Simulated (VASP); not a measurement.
A run of VASP 6.6.1:

The input INCAR:

```
PREC = Accurate ; ENCUT = 450
EDIFF = 1E-6 ; ISMEAR = 0
SIGMA = 0.02 ; LREAL = F
LASPH = T ; NELM = 80
ALGO = Normal ; ISIF = 2
LWAVE = F ; LCHARG = F
GGA = PE ; IVDW = 12
NBANDS = 236
```

KPOINTS

```
regular mesh
0
Gamma
  1 1 1
```

File POSCAR:

```
Si12HO24
1.0
    9.8316000000      0.0000000000      0.0000000000
   -4.9158000000      8.5144153600      0.0000000000
    0.0000000000      0.0000000000     10.8182000000
Si O H
24 48 2
Direct
    0.2709099100      0.0094391800      0.1655027100
    0.9985581900      0.2592514300      0.3363694500
    0.2293313700      0.2350352900      0.9973888100
    0.2536999600      0.9943798200      0.6857301500
    0.9943088900      0.2605859300      0.8263963100
    0.2083269900      0.1946535800      0.5153311300
    0.2621491600      0.4975911800      0.1718615900
    0.0071092300      0.7712372900      0.3283148600
    0.2235410900      0.7272896200      0.0054956200
    0.2669434400      0.4925265000      0.6593211300
    0.9964925600      0.7555626100      0.8443723300
    0.2341662800      0.7379975200      0.4999615600
    0.7679183600      0.0027725800      0.1637768200
    0.5150453800      0.2909717700      0.3263891900
    0.7354828800      0.2356065700      0.9947544900
    0.7500254000      0.9945486100      0.6643177100
    0.4988791700      0.2694374300      0.8323993700
    0.7270726000      0.2340685100      0.4992150500
    0.7874783800      0.5096747300      0.1573528400
    0.5014811400      0.7712337700      0.3306460800
    0.7306058600      0.7321122000      0.9989357800
    0.7689976800      0.5017534200      0.6662599300
    0.4892422100      0.7549201000      0.8332459800
    0.7359702800      0.7334614600      0.4949275200
    0.0585994900      0.1851775900      0.4426589500
    0.2910020100      0.3666465000      0.1058264000
    0.1398598500      0.4267424900      0.2869976000
    0.2009835100      0.0720170000      0.0577487200
    0.4066298400      0.3704627500      0.3615348300
    0.4326514900      0.1539250100      0.2217404800
    0.0637104000      0.2018104000      0.9379856800
    0.2961209500      0.3602216000      0.5945064100
    0.1329963000      0.4206365700      0.7662825000
    0.1440959400      0.0534628100      0.6192837800
    0.3618947100      0.2974696100      0.8889306100
    0.4273668200      0.1382933600      0.7227606500
    0.0698422700      0.7005748600      0.4356703700
    0.2976032600      0.8725800500      0.1047948800
    0.1459163000      0.9395625000      0.2791979800
    0.1925934700      0.5656927500      0.0691771200
    0.3725483100      0.8040633200      0.3955902100
    0.4281822600      0.6421691300      0.2206537200
    0.0484628800      0.6811712500      0.9565332700
    0.2831508900      0.8721161200      0.6050312400
    0.1573768100      0.9148317700      0.8113722100
    0.2107464500      0.5753019700      0.5568150000
    0.3464649500      0.7730380600      0.8905284800
    0.4297587500      0.6246495600      0.7230592100
    0.5674995200      0.2199689900      0.4418414100
    0.8114747800      0.3713264800      0.0999751300
    0.6741022500      0.4415287100      0.2761049300
    0.7048024300      0.0708391800      0.0544039400
    0.8598764000      0.2853916600      0.3919929700
    0.9337635900      0.1388796900      0.2191445800
    0.5688786300      0.2097478700      0.9432799200
    0.7969424800      0.3651871000      0.6090898100
    0.6362505700      0.4334820500      0.7744881600
    0.6856066900      0.0652798700      0.5578710000
    0.8594873700      0.2928012300      0.8810256900
    0.9165469200      0.1276861800      0.7199152000
    0.5689396300      0.6934002000      0.4307230900
    0.7919415500      0.8629271600      0.1084292300
    0.6399768800      0.9359748100      0.2761740900
    0.7067804900      0.5682967600      0.0547796900
    0.8688771100      0.7964578400      0.3870153500
    0.9505596500      0.6538900700      0.2097545600
    0.5644435100      0.7011425300      0.9437322700
    0.7805881900      0.8618020400      0.6029322100
    0.6206643000      0.9221698500      0.7749832700
    0.7103227700      0.5713318500      0.5546426500
    0.8615482000      0.7938688900      0.8892565300
    0.9332905500      0.6387354700      0.7249986100
    0.4686794900      0.4825753500      0.3818611000
    0.2844038600      0.1409644900      0.4493487500
```

Potentials or basis: VASP PAW PBE potentials, release 64 (Si, O, H).

Launch:

```console
$ cat potpaw_PBE.64/Si/POTCAR potpaw_PBE.64/O/POTCAR potpaw_PBE.64/H/POTCAR > POTCAR
$ mpirun -np 1 vasp_std > vasp.out
```

Hardware: 1 thread of Intel(R) Xeon(R) 6975P-C (Granite Rapids), on a shared host.

**Question.** Estimate the wall time of this run.

**Answer.** Wall time 5.9 min on 1 thread of Intel(R) Xeon(R) 6975P-C (Granite Rapids) (shared host), peak memory 0.83 GiB. Counts: scf iterations 16, k points 1.
